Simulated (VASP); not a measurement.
Level of theory: r2SCAN+rVV10, VASP's PBE PAW potentials (set 64) (plane waves; VASP).

The input files of a VASP run:

KPOINTS:
```
Automatic mesh
0
Gamma
 8 8 8
0 0 0
```

**POSCAR**
```
NaCl
1
    0.0000000000     2.7503814058     2.7503814058
    2.7503814058     0.0000000000     2.7503814058
    2.7503814058     2.7503814058     0.0000000000
Na Cl
1 1
Direct
  0.0000000000   0.0000000000   0.0000000000
  0.5000000000   0.5000000000   0.5000000000
```

### INCAR
```
CPARAM=0.0093
LCHARG=F
ISIF=2   # forces and stress, cell fixed
SIGMA=0.05   # width (eV)
PREC=Accurate
BPARAM=11.95
EDIFF=1E-7   # SCF stop (eV)
LMIXTAU=T
LUSE_VDW=T
ISMEAR=0
METAGGA=R2SCAN
LASPH=T   # aspherical one-centre terms
SYSTEM=NaCl
ALGO=Normal   # blocked Davidson
ENCUT=520   # plane-wave cut-off (eV)
LREAL=F
LWAVE=F
NELM=100
```

POTCAR, in this order: Na_pv Cl (PBE.64 set). Program: vasp_std.

Output of the run:

File OSZICAR:
```
       N       E                     dE             d eps       ncg     rms          rms(c)
DAV:   1     0.898128840841E+02    0.89813E+02   -0.76689E+03   638   0.132E+03
DAV:   2    -0.711212879060E+01   -0.96925E+02   -0.90479E+02   728   0.288E+02
DAV:   3    -0.152742911208E+02   -0.81622E+01   -0.81013E+01   779   0.836E+01
DAV:   4    -0.154596346451E+02   -0.18534E+00   -0.18518E+00   715   0.135E+01
DAV:   5    -0.154638825229E+02   -0.42479E-02   -0.42476E-02   839   0.202E+00    0.230E+00
DAV:   6    -0.133081785382E+02    0.21557E+01   -0.87414E-01   680   0.116E+01    0.279E+00
DAV:   7    -0.131373640090E+02    0.17081E+00   -0.21983E-01   641   0.696E+00    0.682E-01
DAV:   8    -0.134413316909E+02   -0.30397E+00   -0.27436E-01   638   0.594E+00    0.883E-01
DAV:   9    -0.133086207905E+02    0.13271E+00   -0.44753E-02   644   0.301E+00    0.656E-01
DAV:  10    -0.133261037459E+02   -0.17483E-01   -0.29624E-02   644   0.216E+00    0.313E-01
DAV:  11    -0.133151098023E+02    0.10994E-01   -0.81658E-03   647   0.118E+00    0.184E-01
DAV:  12    -0.133153324749E+02   -0.22267E-03   -0.98336E-05   843   0.116E-01    0.194E-01
DAV:  13    -0.133143426251E+02    0.98985E-03   -0.11513E-03   647   0.367E-01    0.121E-01
DAV:  14    -0.133170403550E+02   -0.26977E-02   -0.11334E-03   638   0.433E-01    0.487E-02
DAV:  15    -0.133170348996E+02    0.54554E-05   -0.38167E-05   746   0.692E-02    0.278E-02
DAV:  16    -0.133170483587E+02   -0.13459E-04   -0.43573E-06   680   0.299E-02    0.231E-02
DAV:  17    -0.133170431236E+02    0.52351E-05   -0.16768E-06   725   0.125E-02    0.134E-02
DAV:  18    -0.133170405583E+02    0.25653E-05   -0.76744E-07   653   0.109E-02    0.601E-03
DAV:  19    -0.133170369814E+02    0.35769E-05   -0.80312E-07   656   0.896E-03    0.175E-03
DAV:  20    -0.133170373360E+02   -0.35456E-06   -0.76900E-08   603   0.271E-03    0.169E-04
DAV:  21    -0.133170369144E+02    0.42161E-06   -0.38895E-09   346   0.892E-04    0.144E-04
DAV:  22    -0.133170369293E+02   -0.14952E-07   -0.18113E-09   343   0.603E-04
   1 F= -.13317037E+02 E0= -.13317037E+02  d E =-.188326E-13
```

**OUTCAR**
```
------------------------ aborting loop because EDIFF is reached ----------------------------------------
  FORCE on cell =-STRESS in cart. coord.  units (eV):
  Direction    XX          YY          ZZ          XY          YZ          ZX
  --------------------------------------------------------------------------------------
  Total        0.2307490      0.2307490      0.2307490      0.0000000      0.0000000     -0.0000000
  in kB        8.8846782      8.8846782      8.8846782      0.0000000      0.0000000     -0.0000000
  external PRESSURE =       8.8846782 kB  Pullay stress =       0.0000000 kB
  volume of cell :       41.61
      direct lattice vectors                 reciprocal lattice vectors
     0.000000000  2.750381406  2.750381406    -0.181792968  0.181792968  0.181792968
     2.750381406  0.000000000  2.750381406     0.181792968 -0.181792968  0.181792968
     2.750381406  2.750381406  0.000000000     0.181792968  0.181792968 -0.181792968
  FREE ENERGIE OF THE ION-ELECTRON SYSTEM (eV)
  ---------------------------------------------------
  free  energy   TOTEN  =       -13.3170369293 eV

  energy  without entropy=      -13.3170369293  energy(sigma->0) =      -13.31703693
```
(Selected blocks of OUTCAR.)

### OUTCAR
```
 val. band max:       -0.7148722013   @ k =   0.0000   0.0000   0.0000

 cond. band min:       5.4528045745   @ k =   0.0000   0.0000   0.0000


 Fermi energy:        -0.4756293133

 k-point     1 :       0.0000    0.0000    0.0000
  band No.  band energies     occupation
      1     -22.0640      2.00000
      2     -22.0637      2.00000
      3     -22.0637      2.00000
      4     -14.1270      2.00000
      5      -0.7149      2.00000
      6      -0.7149      2.00000
      7      -0.7149      2.00000
      8       5.4528      0.00000
      9      11.0580      0.00000
     10      11.0580      0.00000
     11      11.0580      0.00000

 k-point     2 :       0.1250    0.0000    0.0000
  band No.  band energies     occupation
      1     -22.0699      2.00000
      2     -22.0643      2.00000
      3     -22.0640      2.00000
      4     -14.0676      2.00000
      5      -1.1220      2.00000
      6      -0.7657      2.00000
      7      -0.7657      2.00000
      8       5.9751      0.00000
      9      10.5210      0.00000
     10      11.2879      0.00000
     11      11.2880      0.00000

 k-point     3 :       0.2500    0.0000    0.0000
  band No.  band energies     occupation
      1     -22.0846      2.00000
      2     -22.0652      2.00000
      3     -22.0649      2.00000
      4     -13.9196      2.00000
      5      -1.9429      2.00000
      6      -0.8842      2.00000
      7      -0.8841      2.00000
      8       6.9211      0.00000
      9      10.1237      0.00000
     10      11.5075      0.00000
     11      11.5078      0.00000

 k-point     4 :       0.3750    0.0000    0.0000
  band No.  band energies     occupation
      1     -22.0990      2.00000
      2     -22.0661      2.00000
      3     -22.0658      2.00000
      4     -13.7643      2.00000
      5      -2.6336      2.00000
      6      -0.9971      2.00000
      7      -0.9971      2.00000
      8       7.2856      0.00000
      9      10.8208      0.00000
...
```

The compound is NaCl in the rock salt structure. This cell is one point of a volume scan, at 0.97 of the reference volume.
